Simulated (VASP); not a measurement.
An input for Ansatz (written as the equivalent of a VASP run, and not itself run):

Ansatz 0.2 input:
```yaml
crystal:
  lattice:
    - [0.0000000, 3.4621710, 3.4621710]
    - [3.4621710, 0.0000000, 3.4621710]
    - [3.4621710, 3.4621710, 0.0000000]
  atoms:
    - { symbol: Rb, position: [0.0000000, 0.0000000, 0.0000000] }
    - { symbol: Br, position: [0.5000000, 0.5000000, 0.5000000] }
kpoints:
  mp_grid: { grid: [7, 7, 7] }
hamiltonian:
  xc: pbe
  pseudopotentials: { kind: paw }
scf:
  occupations: { method: fermi_dirac, width: 0.01 }
  max_iter: 100
output: { forces: true, stress: true, eigenvalues: true }
```

Problem. Write the VASP files for the same calculation (PBE).

Solution. This is not unique; one that fits is 
POSCAR:
```
RbBr
4.8962490
  0.0000000000   0.7071068077   0.7071068077
  0.7071068077   0.0000000000   0.7071068077
  0.7071068077   0.7071068077   0.0000000000
Rb Br
1 1
Cartesian
  0.0000000000   0.0000000000   0.0000000000
  0.7071068077   0.7071068077   0.7071068077
```

**INCAR**
```
EDIFF  =  1E-6   # SCF stop (eV)
SYSTEM  =  RbBr
LREAL  =  .FALSE.   # projection in real space or not
ENCUT  =  300   # plane-wave cut-off (eV)
ISIF  =  2
ALGO  =  Normal   # blocked Davidson
PREC  =  Accurate
ISMEAR  =  -1   # Fermi-Dirac
LWAVE  =  .FALSE.
LASPH  =  .TRUE.   # aspherical one-centre terms
LMAXMIX  =  4   # l cut-off of mixed one-centre charges
NELM  =  100   # most electronic steps
LCHARG  =  .FALSE.
GGA  =  PE
SIGMA  =  0.01
```

### KPOINTS
```
Regular mesh
0
gamma
 7 7 7
```

POTCAR, in this order: Rb_sv Br (PBE.64 set). Program: vasp_std.

What does not carry over: each code has its own PAW files, so the cut-off isn't converted (ENCUT is set for VASP's; basis.ecutwfc is left out, and Ansatz then takes the one that its files recommend); Ansatz stops its SCF on the density residual and VASP on the energy change (EDIFF).

The structure comes from a computed database's RbBr entry; how it stands against other phases isn't given here. The cell was not relaxed at this level. The run is one of a series of settings (AEXX removed, HFRCUT removed, ISYM removed, LHFCALC removed, PRECFOCK removed against the base run), some of them coarse on purpose.
